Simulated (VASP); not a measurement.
# Beryllium: input slips in a phonon run and what they do, part 2 of 2

Some phonon runs on Beryllium get a fault in the input on purpose. Which of them show, and how? The starting structure is a measured crystal structure from the Crystallography Open Database.

VASP 6.6.1.

Results so far: reference B1g 711.1 cm⁻¹; finite displacements, else as the reference B1g 709.9 cm⁻¹; low precision and real-space projectors B1g 716.6 cm⁻¹; a loose electronic threshold B1g 710.6 cm⁻¹.

## 6. Modes with perturbation theory asked for with a meta-GGA

Level of this step: the functional as typed; plane waves and PAW (Be) (VASP).

A slip made on purpose: perturbation theory asked for with a meta-GGA. Against step 2 the input has METAGGA = R2SCAN, LASPH = .TRUE. and no GGA (also changed: NELM).

Input file INCAR:

```
SYSTEM = Be
PREC = Accurate
ENCUT = 450
EDIFF = 1E-08
NELM = 60
ISMEAR = 1
SIGMA = 0.15
LREAL = .FALSE.
ALGO = Normal
NBANDS = 8
LORBIT = 11
LWAVE = .FALSE.
LCHARG = .FALSE.
KPAR = 4
IBRION = 8
ISIF = 2
METAGGA = R2SCAN
LASPH = .TRUE.
```

Input file POSCAR:

```
Be
1.0
    2.2275526839      0.0000000000      0.0000000000
   -1.1137763420      1.9291172126      0.0000000000
    0.0000000000      0.0000000000      3.5227364091
Be
2
Direct
    0.6666666667      0.3333333333      0.7500000000
    0.3333333333      0.6666666667      0.2500000000
```

Input file KPOINTS:

```
Automatic mesh
0
Gamma
22 22 12
0 0 0
```

The projector-augmented-wave data sets are Be (LDA family, release 64).

Launch:

```
$ mpirun -np 4 vasp_std
```

Log:

```text
[banner, memory and clock lines left out]
running    4 mpi-ranks, on    1 nodes
[...]
|                                                                             |
|               ----> ADVICE to this user running VASP <----                  |
|                                                                             |
|     You enforced a specific xc type in the INCAR file but a different       |
|     [... a line on the potential file left out ...]
|     I HOPE YOU KNOW WHAT YOU ARE DOING!                                     |
|                                                                             |

 LDA part: xc-table for (None), standard interpolation
 POSCAR, INCAR and KPOINTS ok, starting setup
[...]
entering main loop
       N       E                     dE             d eps       ncg     rms          rms(c)
DAV:   1    -0.159046936705E+02   -0.15905E+02   -0.17621E+03  6048   0.381E+02
DAV:   2    -0.188918672179E+02   -0.29872E+01   -0.29014E+01  8992   0.361E+01
[...]
1 F= -.18596485E+02 E0= -.18596519E+02  d E =0.101172E-03
|                                                                             |
|     EEEEEEE  RRRRRR   RRRRRR   OOOOOOO  RRRRRR      ###     ###     ###     |
|     E        R     R  R     R  O     O  R     R     ###     ###     ###     |
|     E        R     R  R     R  O     O  R     R     ###     ###     ###     |
|     EEEEE    RRRRRR   RRRRRR   O     O  RRRRRR       #       #       #      |
|     E        R   R    R   R    O     O  R   R                               |
|     E        R    R   R    R   O     O  R    R      ###     ###     ###     |
|     EEEEEEE  R     R  R     R  OOOOOOO  R     R     ###     ###     ###     |
|                                                                             |
|     You have switched on METAGGA and linear-response routines. This         |
|     combination is currently not supported. If you have selected            |
|     LEPSILON=.TRUE., you can try using LCALCEPS=.TRUE. instead. In all      |
|     other cases, VASP will stop. SOOO sorry...                              |
|                                                                             |
|       ---->  I REFUSE TO CONTINUE WITH THIS SICK JOB ... BYE!!! <----       |
|                                                                             |

1
1
1
1
```

Run time: 32 s. Hardware: 4 MPI ranks of AMD EPYC 7R43, shared host.

VASP stopped with this message: “You have switched on METAGGA and linear-response routines. This combination is currently not supported. If you have selected LEPSILON=.TRUE., you can try using LCALCEPS=.TRUE. instead”.

## 7. Modes with a structure that was not relaxed

A slip made on purpose: a structure that was not relaxed. Against step 2 the input has another starting structure (also changed: NELM).

Edit INCAR of step 6 so:

```diff
@@ -9,2 +9,3 @@
 ALGO = Normal
+GGA = CA
 NBANDS = 8
@@ -16,3 +17 @@
 ISIF = 2
-METAGGA = R2SCAN
-LASPH = .TRUE.
```

Input file POSCAR:

```
Be
1.0
    2.2853000000      0.0000000000      0.0000000000
   -1.1426500000      1.9791278553      0.0000000000
    0.0000000000      0.0000000000      3.5842000000
Be
2
Direct
    0.6666666667      0.3333333333      0.7500000000
    0.3333333333      0.6666666667      0.2500000000
```

KPOINTS is that of step 6.

Launch:

```
$ mpirun -np 4 vasp_std
```

Log:

```text
[... set-up lines as in an earlier step ...]
 entering main loop
       N       E                     dE             d eps       ncg     rms          rms(c)
DAV:   1    -0.577296941403E+01   -0.57730E+01   -0.16515E+03  6048   0.364E+02
DAV:   2    -0.842872835364E+01   -0.26558E+01   -0.25886E+01  9144   0.330E+01
DAV:   3    -0.843725189177E+01   -0.85235E-02   -0.85193E-02  6040   0.189E+00
DAV:   4    -0.843725326750E+01   -0.13757E-05   -0.13761E-05  8288   0.267E-02
[...]
DAV:   9    -0.839205655702E+01    0.77790E-06   -0.44117E-07  7784   0.556E-03    0.408E-04
DAV:  10    -0.839205654513E+01    0.11896E-07   -0.18440E-09  5296   0.366E-04    0.107E-04
DAV:  11    -0.839205654415E+01    0.97775E-09   -0.27057E-10  3024   0.130E-04
   1 F= -.83920565E+01 E0= -.83921336E+01  d E =0.231045E-03
 Linear response reoptimize wavefunctions to high precision
DAV:   1    -0.839205654407E+01    0.81542E-10   -0.41418E-12  3672   0.188E-05
 Linear response DOF=           2
 Linear response progress:
  Degree of freedom:   1/  2
[...]
RMM:   7    -0.693022897061E-02   -0.26967E-09   -0.37269E-11 41449   0.437E-06    0.189E-06
 first order change of Fermi-energy   0.28353E-05
 force on displaced ion       1 direction 1 :  -3.494  -0.000   0.000
 Linear response progress:
  Degree of freedom:   2/  2
       N       E                     dE             d eps       ncg     rms          rms(c)
RMM:   1    -0.163043922674E-01   -0.16304E-01    0.36592E-02 20472   0.649E-01
RMM:   2    -0.160184346973E-01    0.28596E-03   -0.49715E-03 13594   0.645E-02    0.106E-01
RMM:   3    -0.150462815167E-01    0.97215E-03   -0.11220E-03 13508   0.852E-02    0.398E-02
RMM:   4    -0.151222104995E-01   -0.75929E-04   -0.39141E-04 13718   0.489E-02    0.396E-03
RMM:   5    -0.150921151586E-01    0.30095E-04    0.18560E-05 14325   0.301E-03    0.596E-04
RMM:   6    -0.150941558051E-01   -0.20406E-05    0.29231E-06 14100   0.442E-04    0.924E-05
RMM:   7    -0.150942987905E-01   -0.14299E-06    0.33678E-07 14693   0.414E-05    0.114E-05
RMM:   8    -0.150943141803E-01   -0.15390E-07    0.90650E-08 13539   0.487E-06    0.961E-07
RMM:   9    -0.150943189067E-01   -0.47264E-08    0.14505E-10 10939   0.606E-07    0.324E-07
 first order change of Fermi-energy   0.14098E-04
 force on displaced ion       1 direction 3 :  -0.000   0.000  -7.060
 Linear response finished
```

Wall time 73 s (4 MPI ranks); peak memory 1.6 GiB; 4.7 min of CPU time.

OUTCAR, selected parts (step 7):

```text
  Total       -0.8635999     -0.8635999     -0.6884176      0.0000000      0.0000000      0.0000000
  in kB      -85.3520343    -85.3520343    -68.0382656      0.0000000      0.0000000      0.0000000
  external PRESSURE =     -79.5807781 kB  Pullay stress =       0.0000000 kB

 POSITION                                       TOTAL-FORCE (eV/Angst)
 -----------------------------------------------------------------------------------
      1.14265      0.65971      2.68815        -0.000000      0.000000      0.000000
     -0.00000      1.31942      0.89605         0.000000      0.000000      0.000000
 -----------------------------------------------------------------------------------
    total drift:                                0.000000     -0.000000      0.000000

[... 1 part as in an earlier step ...]

[... 1 further part left out ...]
```

With a structure that was not relaxed the modes are B1g 652.7, E2g 459.2 cm⁻¹; the largest shift is -58.4 cm⁻¹, in B1g, from the reference.

## 8. The runs compared

| run | ended | B1g | E2g | method | core minutes |
| --- | --- | --- | --- | --- | --- |
| reference | converged | 711.1 | 485.1 | perturbation theory | 4.0 |
| finite displacements, else as the reference | converged | 709.9 | 484.9 | finite displacements | 2.87 |
| low precision and real-space projectors | converged | 716.6 | 442.0 | finite displacements | 2.4 |
| a loose electronic threshold | converged | 710.6 | 483.6 | finite displacements | 1.73 |
| perturbation theory asked for with a meta-GGA | stopped by VASP | - | - | perturbation theory | 2.13 |
| a structure that was not relaxed | converged | 652.7 | 459.2 | perturbation theory | 4.87 |

Modes are in cm⁻¹, degenerate ones as one, matched between runs by symmetry and order. A number in brackets counts the listed modes of one symmetry from the lowest. The symmetry labels come from an automatic analysis and can be wrong where levels nearly coincide. Core minutes are wall time times ranks of the run shown, on a shared host.

## 9. Summary of results

| Property | Result |
| --- | --- |
| B1g, reference | 711.1 cm⁻¹ |
| E2g, reference | 485.1 cm⁻¹ |
| B1g, finite displacements, else as the reference | 709.9 cm⁻¹ |
| E2g, finite displacements, else as the reference | 484.9 cm⁻¹ |
| B1g, low precision and real-space projectors | 716.6 cm⁻¹ |
| E2g, low precision and real-space projectors | 442.0 cm⁻¹ |
| B1g, a loose electronic threshold | 710.6 cm⁻¹ |
| E2g, a loose electronic threshold | 483.6 cm⁻¹ |
| B1g, a structure that was not relaxed | 652.7 cm⁻¹ |
| E2g, a structure that was not relaxed | 459.2 cm⁻¹ |
| run with perturbation theory asked for with a meta-GGA | stopped by VASP |

In words: VASP stopped by itself in the run with perturbation theory asked for with a meta-GGA. Finished, but with signs in the output that stand out against the reference: low precision and real-space projectors, with modes off by up to -43 cm⁻¹, in E2g (signs: VASP's advice that real-space projection is less accurate and a pressure of 0.4 GPa on the undisplaced cell); a structure that was not relaxed, with modes off by up to -58 cm⁻¹, in B1g (signs: a pressure of -8.0 GPa on the undisplaced cell). Little came of a loose electronic threshold in this material. Runs with finite displacements are held against the sound run of that kind. Further runs on this material are not shown.

[Lines on the potential files, build, host, timing and source positions are cut from VASP's logs without a mark.]

[Logs are printed without paths, hosts, clocks, repeated set-up lines and the standing remarks that a program may print on its own settings, such as how far it seeks lower states.]

[Hosts, paths, dates, database ids (printed as entryN), source tags and the programs' standing remarks are cut or masked in the printed files.]
